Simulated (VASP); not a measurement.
Calculation: PBEsol GGA, VASP's PBE PAW potentials (set 64) (plane waves; VASP).

A VASP calculation is set up with these files.

KPOINTS:
```
k-points along high-symmetry lines
18
Line-mode
Reciprocal
  0.000000   0.000000   0.000000 ! GAMMA
  0.500000   0.000000   0.000000 ! L

  0.500000   0.000000   0.000000 ! L
  0.500000  -0.500000   0.500000 ! T

  0.500000  -0.500000   0.500000 ! T
  0.383251  -0.616749   0.383251 ! P_0

  0.383251   0.383251   0.383251 ! P_2
  0.000000   0.000000   0.000000 ! GAMMA

  0.000000   0.000000   0.000000 ! GAMMA
  0.500000  -0.500000   0.000000 ! F
```

### POSCAR
```
SiO2
1
    3.9950120756     2.3065208834     2.6273686507
   -3.9950120756     2.3065208834     2.6273686507
    0.0000000000    -4.6130427758     2.6273686543
Si O
3 6
Direct
  0.7152619654   0.2847380346   0.5000000000
  0.5000000000   0.7152619654   0.2847380346
  0.2847380346   0.5000000000   0.7152619654
  0.3087100027   0.6912899973   0.5000000000
  0.5000000000   0.3087100027   0.6912899973
  0.6912899973   0.5000000000   0.3087100027
  0.0000000000   0.3331232524   0.6668767476
  0.6668767476   1.0000000000   0.3331232524
  0.3331232524   0.6668767476   0.0000000000
```

INCAR:
```
LWAVE  =  F
ALGO  =  Normal   ! blocked Davidson
ENCUT  =  520
LCHARG  =  F
NELM  =  100
LASPH  =  T   ! aspherical one-centre terms
ICHARG  =  11
LORBIT  =  11   ! lm-projected
LREAL  =  F
GGA  =  PS   ! PBEsol
SIGMA  =  0.05
EDIFF  =  1E-7
PREC  =  Accurate
ISMEAR  =  0   ! Gaussian
SYSTEM  =  SiO2
```

POTCAR, in this order: Si O (PBE.64 set). Program: vasp_std. Read from the step before: CHGCAR.

The resulting files:

File OSZICAR:
```
       N       E                     dE             d eps       ncg     rms          rms(c)
DAV:   1     0.323116772773E+03    0.32312E+03   -0.23867E+04  5220   0.148E+03
DAV:   2    -0.467042749077E+02   -0.36982E+03   -0.35858E+03  7158   0.315E+02
DAV:   3    -0.732780192619E+02   -0.26574E+02   -0.26457E+02  6075   0.974E+01
DAV:   4    -0.737626968155E+02   -0.48468E+00   -0.48372E+00  6488   0.138E+01
DAV:   5    -0.737727865855E+02   -0.10090E-01   -0.10083E-01  6053   0.192E+00
DAV:   6    -0.737731802127E+02   -0.39363E-03   -0.39355E-03  6766   0.332E-01
DAV:   7    -0.737731874888E+02   -0.72762E-05   -0.72749E-05  6066   0.472E-02
DAV:   8    -0.737731878205E+02   -0.33169E-06   -0.33162E-06  5828   0.827E-03
DAV:   9    -0.737731878300E+02   -0.94824E-08   -0.95438E-08  4376   0.160E-03
   1 F= -.73773188E+02 E0= -.73773188E+02  d E =-.584955E-18
```

**OUTCAR**
```
 val. band max:       -0.9512895493   @ k =   0.2029   0.2029   0.2029

 cond. band min:       4.6840295279   @ k =   0.0000   0.0000   0.0000



 k-point     1 :       0.0000    0.0000    0.0000
  band No.  band energies     occupation
      1     -20.1812      2.00000
      2     -18.6208      2.00000
      3     -18.6208      2.00000
      4     -18.1992      2.00000
      5     -18.0543      2.00000
      6     -18.0543      2.00000
      7      -9.2050      2.00000
      8      -9.2050      2.00000
      9      -6.5653      2.00000
     10      -5.8569      2.00000
     11      -5.8569      2.00000
     12      -5.4896      2.00000
     13      -4.6628      2.00000
     14      -3.5177      2.00000
     15      -3.5177      2.00000
     16      -2.7429      2.00000
     17      -2.6797      2.00000
     18      -2.6797      2.00000
     19      -2.6071      2.00000
     20      -1.7994      2.00000
     21      -1.7994      2.00000
     22      -1.3127      2.00000
     23      -1.3127      2.00000
     24      -0.9552      2.00000
     25       4.6840      0.00000
     26       8.1490      0.00000
     27       8.2778      0.00000
     28       8.2783      0.00000
     29       8.2920      0.00000

 k-point     2 :       0.0294    0.0000    0.0000
  band No.  band energies     occupation
      1     -20.1797      2.00000
      2     -18.6568      2.00000
      3     -18.5874      2.00000
      4     -18.1987      2.00000
      5     -18.0606      2.00000
      6     -18.0479      2.00000
      7      -9.2642      2.00000
      8      -9.1412      2.00000
      9      -6.5650      2.00000
     10      -5.8693      2.00000
     11      -5.8461      2.00000
     12      -5.4909      2.00000
     13      -4.6623      2.00000
     14      -3.5273      2.00000
     15      -3.5072      2.00000
     16      -2.7463      2.00000
     17      -2.6852      2.00000
     18      -2.6793      2.00000
     19      -2.6019      2.00000
     20      -1.8055      2.00000
...
```

The density is held fixed in this step, so its total energy and stress have no physical meaning.

The structure comes from a computed database's SiO2 entry (R32); how it stands against other phases isn't given here. It was relaxed first.
